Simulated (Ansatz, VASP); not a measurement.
Two plane-wave programs on LiW16 (a cell with a defect)

```xyz
17
Lattice="6.3200 0.0000 0.0000 0.0000 6.3200 0.0000 0.0000 0.0000 6.3200" Properties=species:S:1:pos:R:3 pbc="T T T"
W    -0.0107    0.0615    0.0308
W     3.2314    0.1064   -0.0296
W     0.0096    3.2094    0.0843
W    -0.0032    0.0342    3.1945
W     1.5596    1.6623    1.6316
W     3.1881    3.1840    0.0167
W     3.1493    0.0358    3.1891
W     4.7017    1.5908    1.6009
W    -0.2922    2.8787    3.4306
W     1.8481    5.0227    1.2809
W     1.5754    1.6178    4.7959
W     3.1279    3.2041    3.1872
W     4.7750    4.7605    1.6304
W     4.6625    1.5478    4.8361
W     1.5813    4.7824    4.7843
W     4.7450    4.7705    4.7813
Li    0.8404    4.1649    2.6294
```

Alike in both runs: functional LDA; k mesh 2 × 2 × 2; occupations fermi-dirac, width 0.05 eV; no spin polarisation.

Ansatz relaxed the structure, and its values are those at the end. VASP's run is a single point on that final structure, the one shown.

```csv
,VASP,Ansatz
version,VASP 6.6.1,Ansatz 0.2.0
potentials or method,"VASP PAW LDA potentials, release 64 (W_sv, Li_sv)","scalar-relativistic, plane waves, PAW"
plane-wave cutoff (eV),520,420
valence electrons in the cell,227,227
```

Ansatz gave:

```
rms of the force components (eV/Å) : 0.036
```

Q: Estimate VASP's values.

A: rms of the force components (eV/Å): 0.032.

Caveats: the k mesh is coarse (spacing up to 0.50 Å⁻¹), so the values aren't converged. Spin-orbit coupling is left out, which matters for the levels of W.
